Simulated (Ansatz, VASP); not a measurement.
## SbOs in VASP and in Ansatz

File INCAR:

```
SYSTEM = SbOs
PREC     = Accurate       ! precision mode
ENCUT    = 520            ! plane-wave cutoff, eV
EDIFF    = 1E-7           ! SCF threshold, eV
ISMEAR   = 0              ! smearing method
SIGMA    = 0.05           ! smearing width, eV
LREAL    = .False.        ! projectors in reciprocal space
LASPH    = .True.         ! aspherical terms in the spheres
NELM     = 80             ! most SCF steps
ALGO     = Normal         ! electronic algorithm
ISIF     = 2              ! what is computed and relaxed
LWAVE    = .False.        ! write WAVECAR
LCHARG   = .False.        ! write CHGCAR
GGA      = PE             ! functional
NBANDS   = 14             ! bands
```

The input KPOINTS:

```
regular mesh
0
Gamma
  12 12 12
  0 0 0
```

File POSCAR:

```
SbOs
1.0
    0.0000000000      2.7136168850      2.7136168850
    2.7136168850      0.0000000000      2.7136168850
    2.7136168850      2.7136168850      0.0000000000
Os Sb
1 1
Direct
    0.5000000000      0.5000000000      0.5000000000
    0.0000000000      0.0000000000      0.0000000000
```

Input for Ansatz:

```yaml
crystal:
  lattice:
    - [0.0, 2.713616885, 2.713616885]
    - [2.713616885, 0.0, 2.713616885]
    - [2.713616885, 2.713616885, 0.0]
  atoms:
    - { symbol: Os, position: [0.5, 0.5, 0.5] }
    - { symbol: Sb, position: [0.0, 0.0, 0.0] }
basis:
  ecutwfc: 420
  ecutrho_ratio: 4
kpoints:
  mp_grid: { grid: [12, 12, 12] }
hamiltonian:
  xc: pbe
scf:
  occupations: { method: gaussian, width: 0.05 }
output:
  forces: true
  stress: true
  eigenvalues: true
```

Alike in both runs: task single point; functional PBE; k mesh 12 × 12 × 12; occupations gaussian, width 0.05 eV; no spin polarisation.

|  | VASP | Ansatz |
| --- | --- | --- |
| version | VASP 6.6.1 | Ansatz 0.2.0 |
| potentials or method | VASP PAW PBE potentials, release 64 (Os, Sb) | scalar-relativistic, plane waves, PAW |
| plane-wave cutoff (eV) | 520 | 420 |
| valence electrons in the cell | 13 | 31 |

```csv
,VASP,Ansatz,Ansatz less VASP
gap on the k mesh at the Fermi level (eV),none,none,-
pressure (GPa),-0.3,-0.1,+0.15
```

A gap of «none» marks a metal or a gap that the smearing closes. With one functional, cell and mesh, what is left measures potentials, basis and numerics. The two sets of potentials don't hold the same shells in valence.

The runs have no spin-orbit coupling, so splittings on Os, Sb are missing.
